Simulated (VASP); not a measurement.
All values below come from vdW-DF2, VASP's PBE PAW potentials (set 64) (plane waves; VASP 6.6.1).

VASP ran on this input.

POSCAR:
```
MgH2
1
    4.6139561340     0.0000000000     0.0000000000
    0.0000000000     4.6139561340     0.0000000000
    0.0000000000     0.0000000000     3.0601394551
Mg H
2 4
Direct
  0.0000000000   0.0000000000   0.0000000000
  0.5000000000   0.5000000000   0.5000000000
  0.3040265761   0.3040265761   0.0000000000
  0.8040265761   0.1959734239   0.5000000000
  0.1959734239   0.8040265761   0.5000000000
  0.6959734239   0.6959734239   0.0000000000
```

### INCAR
```
IBRION=2   # conjugate gradients
ISIF=4
NSW=30
ALGO=Normal
ISMEAR=0
ENCUT=520   # plane-wave cut-off (eV)
LWAVE=.FALSE.
AGGAC=0.0
GGA=ML
EDIFFG=-0.01
LREAL=.FALSE.   # projection in real space or not
EDIFF=1E-7
ZAB_VDW=-1.8867
LCHARG=.FALSE.
PREC=Accurate
SIGMA=0.05   # width (eV)
SYSTEM=MgH2
LASPH=.TRUE.
LUSE_VDW=.TRUE.
NELM=100
```

KPOINTS:
```
Automatic mesh
0
Gamma
5 5 7
```

POTCAR, in this order: Mg H (PBE.64 set). Program: vasp_std.

What VASP printed:

### OSZICAR
```
       N       E                     dE             d eps       ncg     rms          rms(c)
DAV:   1     0.651757836649E+01    0.65176E+01   -0.32464E+03   384   0.772E+02
DAV:   2    -0.167582885005E+02   -0.23276E+02   -0.21414E+02   448   0.852E+01
DAV:   3    -0.178095107705E+02   -0.10512E+01   -0.10512E+01   568   0.263E+01
DAV:   4    -0.178115157799E+02   -0.20050E-02   -0.20050E-02   528   0.117E+00
DAV:   5    -0.178115237379E+02   -0.79581E-05   -0.79581E-05   544   0.554E-02    0.810E+00
DAV:   6    -0.163919524603E+02    0.14196E+01   -0.15424E+00   400   0.803E+00    0.395E+00
DAV:   7    -0.159521990807E+02    0.43975E+00   -0.19186E+00   440   0.924E+00    0.637E-01
DAV:   8    -0.159675575409E+02   -0.15358E-01   -0.42214E-02   448   0.188E+00    0.210E-01
DAV:   9    -0.159665608222E+02    0.99672E-03   -0.66289E-03   504   0.632E-01    0.254E-02
DAV:  10    -0.159665755132E+02   -0.14691E-04   -0.12660E-04   488   0.107E-01    0.179E-02
DAV:  11    -0.159665932127E+02   -0.17700E-04   -0.40275E-05   424   0.790E-02    0.161E-03
DAV:  12    -0.159665936811E+02   -0.46831E-06   -0.53169E-07   616   0.687E-03    0.881E-04
DAV:  13    -0.159665937784E+02   -0.97371E-07   -0.30990E-07   424   0.741E-03
   1 F= -.15966594E+02 E0= -.15966594E+02  d E =-.159666E+02
       N       E                     dE             d eps       ncg     rms          rms(c)
DAV:   1    -0.159677892746E+02   -0.11956E-02   -0.10338E-02   496   0.782E-01    0.448E-02
DAV:   2    -0.159677880523E+02    0.12223E-05   -0.79336E-05   408   0.849E-02    0.277E-02
DAV:   3    -0.159677906718E+02   -0.26195E-05   -0.52781E-05   488   0.610E-02    0.302E-03
DAV:   4    -0.159677909146E+02   -0.24282E-06   -0.86410E-07   432   0.884E-03    0.170E-03
DAV:   5    -0.159677910582E+02   -0.14352E-06   -0.35814E-07   440   0.678E-03    0.172E-04
DAV:   6    -0.159677910617E+02   -0.35208E-08   -0.32531E-09   200   0.663E-04
   2 F= -.15967791E+02 E0= -.15967791E+02  d E =-.119728E-02
       N       E                     dE             d eps       ncg     rms          rms(c)
DAV:   1    -0.159692655724E+02   -0.14745E-02   -0.89672E-02   496   0.230E+00    0.132E-01
DAV:   2    -0.159692482042E+02    0.17368E-04   -0.69189E-04   408   0.251E-01    0.817E-02
DAV:   3    -0.159692658208E+02   -0.17617E-04   -0.46619E-04   488   0.180E-01    0.902E-03
DAV:   4    -0.159692680967E+02   -0.22759E-05   -0.73934E-06   424   0.257E-02    0.539E-03
DAV:   5    -0.159692698143E+02   -0.17176E-05   -0.34962E-06   432   0.210E-02    0.564E-04
DAV:   6    -0.159692698371E+02   -0.22727E-07   -0.31803E-08   352   0.195E-03
   3 F= -.15969270E+02 E0= -.15969270E+02  d E =-.267606E-02
       N       E                     dE             d eps       ncg     rms          rms(c)
DAV:   1    -0.159692707777E+02   -0.96339E-06   -0.64481E-05   504   0.620E-02    0.356E-03
DAV:   2    -0.159692707302E+02    0.47556E-07   -0.48606E-07   424   0.664E-03
   4 F= -.15969271E+02 E0= -.15969271E+02  d E =-.267695E-02
       N       E                     dE             d eps       ncg     rms          rms(c)
DAV:   1    -0.159692985038E+02   -0.27726E-04   -0.10795E-03   392   0.312E-01    0.102E-02
DAV:   2    -0.159692979684E+02    0.53536E-06   -0.67145E-06   440   0.256E-02    0.609E-03
DAV:   3    -0.159692975722E+02    0.39625E-06   -0.14962E-06   456   0.952E-03    0.275E-04
DAV:   4    -0.159692975739E+02   -0.17399E-08   -0.22945E-08   224   0.143E-03
   5 F= -.15969298E+02 E0= -.15969298E+02  d E =-.268438E-04
```

File OUTCAR:
```
------------------------ aborting loop because EDIFF is reached ----------------------------------------
  FORCE on cell =-STRESS in cart. coord.  units (eV):
  Direction    XX          YY          ZZ          XY          YZ          ZX
  --------------------------------------------------------------------------------------
  Total       -1.0679537     -1.0679537     -1.0594148     -0.0000000      0.0000000      0.0000000
  in kB      -26.2648463    -26.2648463    -26.0548440     -0.0000000      0.0000000      0.0000000
  external PRESSURE =     -26.1948455 kB  Pullay stress =       0.0000000 kB
  volume of cell :       65.15
      direct lattice vectors                 reciprocal lattice vectors
     4.637212595 -0.000000000  0.000000000     0.215646788  0.000000000  0.000000000
    -0.000000000  4.637212595  0.000000000     0.000000000  0.215646788  0.000000000
     0.000000000  0.000000000  3.029522117     0.000000000  0.000000000  0.330085063
 POSITION                                       TOTAL-FORCE (eV/Angst)
 -----------------------------------------------------------------------------------
      0.00000      0.00000      0.00000        -0.000000     -0.000000     -0.000000
      2.31861      2.31861      1.51476        -0.000000     -0.000000     -0.000000
      1.41328      1.41328      3.02952         0.004320      0.004320     -0.000000
      3.73188      0.90533      1.51476         0.004320     -0.004320      0.000000
      0.90533      3.73188      1.51476        -0.004320      0.004320     -0.000000
      3.22394      3.22394      0.00000        -0.004320     -0.004320      0.000000
 -----------------------------------------------------------------------------------
    total drift:                                0.000000      0.000000     -0.000000
  FREE ENERGIE OF THE ION-ELECTRON SYSTEM (eV)
  ---------------------------------------------------
  free  energy   TOTEN  =       -15.9692975739 eV

  energy  without entropy=      -15.9692975739  energy(sigma->0) =      -15.96929757

 reached required accuracy - stopping structural energy minimisation
```
(Selected blocks of OUTCAR.)

File CONTCAR:
```
MgH2
   1.00000000000000
     4.6372125948545300   -0.0000000000000000    0.0000000000000000
    -0.0000000000000000    4.6372125948545300    0.0000000000000000
     0.0000000000000000    0.0000000000000000    3.0295221168789546
  Mg              H
     2     4
Direct
     0.0000000000000000    0.0000000000000000    0.0000000000000000
     0.5000000000000000    0.5000000000000000    0.5000000000000000
     0.3047682629109096    0.3047682629109096    1.0000000000000000
     0.8047682629109095    0.1952317370890904    0.5000000000000000
     0.1952317370890904    0.8047682629109095    0.5000000000000000
     0.6952317370890905    0.6952317370890905    0.0000000000000000
```

### OUTCAR
```
 val. band max:       -1.3156293092   @ k =   0.2000   0.0000   0.1429

 cond. band min:       3.1588460135   @ k =   0.4000   0.4000   0.4286


 Fermi energy:        -1.0746490050

 k-point     1 :       0.0000    0.0000    0.0000
  band No.  band energies     occupation
      1      -7.0342      2.00000
      2      -2.5449      2.00000
      3      -2.5449      2.00000
      4      -1.6729      2.00000
      5       3.8772      0.00000
      6       4.2326      0.00000
      7       7.9723      0.00000
      8       7.9723      0.00000

 k-point     2 :       0.2000    0.0000    0.0000
  band No.  band energies     occupation
      1      -6.7912      2.00000
      2      -3.5538      2.00000
      3      -2.3901      2.00000
      4      -1.3336      2.00000
      5       3.8497      0.00000
      6       5.1121      0.00000
      7       6.6379      0.00000
      8       8.5827      0.00000

 k-point     3 :       0.4000    0.0000    0.0000
  band No.  band energies     occupation
      1      -6.0770      2.00000
      2      -4.9461      2.00000
      3      -1.9753      2.00000
      4      -1.4903      2.00000
      5       4.1115      0.00000
      6       5.0860      0.00000
      7       7.4721      0.00000
      8       9.8216      0.00000

 k-point     4 :       0.2000    0.2000    0.0000
  band No.  band energies     occupation
      1      -6.5523      2.00000
      2      -3.6537      2.00000
      3      -2.9580      2.00000
      4      -1.3587      2.00000
      5       4.3301      0.00000
      6       5.4369      0.00000
      7       6.9317      0.00000
      8       8.5389      0.00000

 k-point     5 :       0.4000    0.2000    0.0000
  band No.  band energies     occupation
      1      -5.8528      2.00000
      2      -4.7655      2.00000
      3      -2.6479      2.00000
      4      -1.9315      2.00000
      5       4.9405      0.00000
      6       5.8377      0.00000
      7       7.7010      0.00000
...
```

The compound is MgH2 in the rutile structure. This cell is one point of a volume scan, at 1.06 of the reference volume. Symmetry was kept, so distortions that lower it aren't found.
